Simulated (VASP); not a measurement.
Wanted: the native input for a VASP 6.6.1 run.

| Item | Value |
| --- | --- |
| Task | band structure |
| Functional | LDA |
| Potentials or basis | VASP PAW LDA potentials, release 64 (W_sv, Ta_pv, C) |
| Cutoff | 520 eV |
| k mesh | 7 × 7 × 7 |
| Occupations | fermi-dirac, width 0.05 eV |
| Spin | spin-orbit coupling, no magnetisation |
| Further INCAR settings | ALGO = Normal; EDIFF = 1e-07 |

The structure of TaWC2 lies in POSCAR:

```
TaWC2
1.0
    1.5718551461      0.9075109917      5.1016196719
   -1.5718551461      0.9075109917      5.1016196719
    0.0000000000     -1.8150219835      5.1016196719
W Ta C
1 1 2
Direct
    0.0000000000      0.0000000000      0.0000000000
    0.5000000000      0.5000000000      0.5000000000
    0.2509330000      0.2509330000      0.2509330000
    0.7490670000      0.7490670000      0.7490670000
```

The cell comes from a database or a generator and needn't be the stable form of this composition.

The input as run:

INCAR

```
SYSTEM = TaWC2
ALGO = Normal ; EDIFF = 1E-7
ENCUT = 520 ; GGA_COMPAT = .False.
ISIF = 2 ; ISMEAR = -1
LASPH = .True. ; LCHARG = .False.
LMAXMIX = 4 ; LNONCOLLINEAR = .True.
LORBIT = 11 ; LREAL = .False.
LSORBIT = .True. ; LWAVE = .False.
MAGMOM = 0 0 0 0 0 0 0 0 0 0 0 0 ; NELM = 100
PREC = Accurate ; SIGMA = 0.05
```

KPOINTS

```
k-points
0
Gamma
  7 7 7
  0 0 0
```

KPOINTS_OPT

```
path GLB1,BZGX,QFP1Z,LP
10
line-mode
reciprocal
 0.0000000000  0.0000000000  0.0000000000  G
 0.5000000000  0.0000000000  0.0000000000  L

 0.5000000000  0.0000000000  0.0000000000  L
 0.5000000000  0.1877624847 -0.1877624847  B1

 0.8122375153  0.5000000000  0.1877624847  B
 0.5000000000  0.5000000000  0.5000000000  Z

 0.5000000000  0.5000000000  0.5000000000  Z
 0.0000000000  0.0000000000  0.0000000000  G

 0.0000000000  0.0000000000  0.0000000000  G
 0.3438812424  0.0000000000 -0.3438812424  X

 0.6561187576  0.3438812424  0.0000000000  Q
 0.5000000000  0.5000000000  0.0000000000  F

 0.5000000000  0.5000000000  0.0000000000  F
 0.6561187576  0.6561187576  0.1877624847  P1

 0.6561187576  0.6561187576  0.1877624847  P1
 0.5000000000  0.5000000000  0.5000000000  Z

 0.5000000000  0.0000000000  0.0000000000  L
 0.8122375153  0.3438812424  0.3438812424  P
```

Potentials or basis: VASP PAW LDA potentials, release 64 (W_sv, Ta_pv, C).

The run is started by

```console
$ cat potpaw_LDA.64/W_sv/POTCAR potpaw_LDA.64/Ta_pv/POTCAR potpaw_LDA.64/C/POTCAR > POTCAR
$ mpirun -np 1 vasp_ncl > vasp.out
```

Results of the run:

```
Pressure                                              : -14.1 GPa
Largest force                                         : 0.043 eV/Å
Valence electrons inside the program's atomic spheres : W 12.06; Ta 8.98; C 2.42
```

Wall time 17 min on 1 thread of Intel(R) Xeon(R) 6975P-C (Granite Rapids) (shared host), peak memory 0.49 GiB.
